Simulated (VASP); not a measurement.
These are AM05 GGA, VASP's PBE PAW potentials (set 64) (plane waves; VASP) values and carry that method's errors.

A VASP calculation is set up with these files.

### POSCAR
```
MoS2
1.0
  1.5994817043  -2.7703833027   0.0000000000
  1.5994817043   2.7703833027   0.0000000000
  0.0000000000   0.0000000000  16.5007115765
Mo S
2 4
Cartesian
  1.5994817043   0.9234629478   4.1251778941
  1.5994817043  -0.9234629478  12.3755336824
  1.5994817043   0.9234629478  13.9617104678
  1.5994817043  -0.9234629478   5.7113546796
  1.5994817043  -0.9234629478   2.5390011087
  1.5994817043   0.9234629478  10.7893568969
```

INCAR:
```
! general
SYSTEM =MoS2
PREC   =Accurate
ENCUT  =520
LREAL  =.FALSE.   ! projection in real space or not
LASPH  =.TRUE.   ! aspherical one-centre terms

! electronic loop
EDIFF  =1E-7   ! SCF stop (eV)
NELM   =100   ! most electronic steps
ALGO   =Normal   ! blocked Davidson
LMAXMIX=4   ! l cut-off of mixed one-centre charges

! smearing
ISMEAR =0   ! Gaussian
SIGMA  =0.05   ! width (eV)

! functional
GGA    =AM   ! AM05

! ions
IBRION =2   ! conjugate gradients
NSW    =30   ! most ionic steps
ISIF   =4   ! ions and shape, fixed volume
EDIFFG =-0.01   ! ionic stop

! output
LWAVE  =.FALSE.
LCHARG =.FALSE.
```

File KPOINTS:
```
Automatic mesh
0
Gamma
8 8 2
0 0 0
```

POTCAR, in this order: Mo_sv S (PBE.64 set). Program: vasp_std.

Without a dispersion term in the relaxation, distances and binding between the weakly bound layers, chains or molecules are unreliable, and so is what depends on them.

Question: What does the run give for the energy per atom (σ→0)?

Answer: 
```yaml
energy per atom (σ→0): -7.585 eV/atom
```

**OSZICAR**
```
...
DAV:   1    -0.455071657080E+02   -0.47633E-03   -0.38383E-02  1254   0.988E-01    0.216E-01
DAV:   2    -0.455071988640E+02   -0.33156E-04   -0.25355E-03  1518   0.228E-01    0.844E-02
DAV:   3    -0.455071681598E+02    0.30704E-04   -0.35075E-04  1552   0.104E-01    0.795E-02
DAV:   4    -0.455071518468E+02    0.16313E-04   -0.39753E-05  1499   0.346E-02    0.502E-02
DAV:   5    -0.455071465298E+02    0.53170E-05   -0.31213E-05  1615   0.272E-02    0.624E-03
DAV:   6    -0.455071462592E+02    0.27063E-06   -0.20314E-06  1505   0.810E-03    0.432E-03
DAV:   7    -0.455071462461E+02    0.13091E-07   -0.70463E-07  1248   0.366E-03
   8 F= -.45507146E+02 E0= -.45507146E+02  d E =-.560196E-03
```

The compound is MoS2 in the 2H layered structure. This cell is one point of a volume scan, at 1.06 of the reference volume. Symmetry was kept, so distortions that lower it aren't found.
